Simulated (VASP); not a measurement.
Output of a VASP run:

**OSZICAR**
```
       N       E                     dE             d eps       ncg     rms          rms(c)
DAV:   1     0.297972013703E+02    0.29797E+02   -0.38082E+03  1260   0.390E+02
DAV:   2    -0.474702168987E+00   -0.30272E+02   -0.29494E+02  1660   0.100E+02
DAV:   3    -0.158938311131E+01   -0.11147E+01   -0.11045E+01  1674   0.135E+01
DAV:   4    -0.161517016833E+01   -0.25787E-01   -0.25775E-01  1644   0.162E+00
DAV:   5    -0.161531090607E+01   -0.14074E-03   -0.14074E-03  1670   0.116E-01    0.105E+01
DAV:   6    -0.161752591011E+01   -0.22150E-02   -0.65699E-03  1442   0.543E-01    0.590E+00
DAV:   7    -0.161897608113E+01   -0.14502E-02   -0.11165E-02  1426   0.706E-01    0.282E-01
DAV:   8    -0.161894830412E+01    0.27777E-04   -0.86143E-04  1822   0.127E-01    0.517E-02
DAV:   9    -0.161897198608E+01   -0.23682E-04   -0.16106E-05  1392   0.223E-02    0.222E-02
DAV:  10    -0.161898247675E+01   -0.10491E-04   -0.48502E-06  1776   0.931E-03    0.212E-03
DAV:  11    -0.161898233852E+01    0.13823E-06   -0.14748E-07   786   0.179E-03
   1 F= -.16189823E+01 E0= -.16185899E+01  d E =-.117739E-02
```

**OUTCAR**
```
------------------------ aborting loop because EDIFF is reached ----------------------------------------
  FORCE on cell =-STRESS in cart. coord.  units (eV):
  Direction    XX          YY          ZZ          XY          YZ          ZX
  --------------------------------------------------------------------------------------
  Total       -0.3329418     -0.3329418     -0.3329418      0.0000000      0.0000000      0.0000000
  in kB       -8.9459755     -8.9459755     -8.9459755      0.0000000      0.0000000      0.0000000
  external PRESSURE =      -8.9459755 kB  Pullay stress =       0.0000000 kB
  volume of cell :       59.63
      direct lattice vectors                 reciprocal lattice vectors
     0.000000000  3.100800000  3.100800000    -0.161248710  0.161248710  0.161248710
     3.100800000  0.000000000  3.100800000     0.161248710 -0.161248710  0.161248710
     3.100800000  3.100800000  0.000000000     0.161248710  0.161248710 -0.161248710
 POSITION                                       TOTAL-FORCE (eV/Angst)
 -----------------------------------------------------------------------------------
      0.00000      0.00000      0.00000         0.000000      0.000000      0.000000
 -----------------------------------------------------------------------------------
    total drift:                               -0.000000     -0.000000      0.000000
  FREE ENERGIE OF THE ION-ELECTRON SYSTEM (eV)
  ---------------------------------------------------
  free  energy   TOTEN  =        -1.6189823385 eV

  energy  without entropy=       -1.6178049477  energy(sigma->0) =       -1.61858987
```
(Selected blocks of OUTCAR.)

**POSCAR**
```
Sr
1
    0.0000000000     3.1008000000     3.1008000000
    3.1008000000     0.0000000000     3.1008000000
    3.1008000000     3.1008000000     0.0000000000
Sr
1
Direct
  0.0000000000   0.0000000000   0.0000000000
```

Task: Write an INCAR and KPOINTS that could have produced this output.

Result: One answer among several that fit: the input of the run itself, PBE GGA, plane waves, VASP's PBE PAW potentials (set 64).

**INCAR**
```
LASPH = T
LMAXMIX = 4   # l cut-off of mixed one-centre charges
GGA = PE   # PBE
LREAL = F
ISMEAR = 1   # Methfessel-Paxton
NELM = 100   # most electronic steps
ALGO = Normal   # blocked Davidson
LWAVE = F
ENCUT = 400
ISIF = 2   # forces and stress, cell fixed
SYSTEM = Sr
PREC = Accurate
EDIFF = 1E-6   # SCF stop (eV)
SIGMA = 0.1   # width (eV)
NBANDS = 18
LCHARG = F
```

File KPOINTS:
```
Automatic
0
Gamma
9 9 9
```

POTCAR, in this order: Sr_sv (PBE.64 set). Program: vasp_std.

The compound is Sr in the fcc structure. The cell was not relaxed at this level. The run is one of a series of settings (NBANDS = 18 against the base run), some of them coarse on purpose.
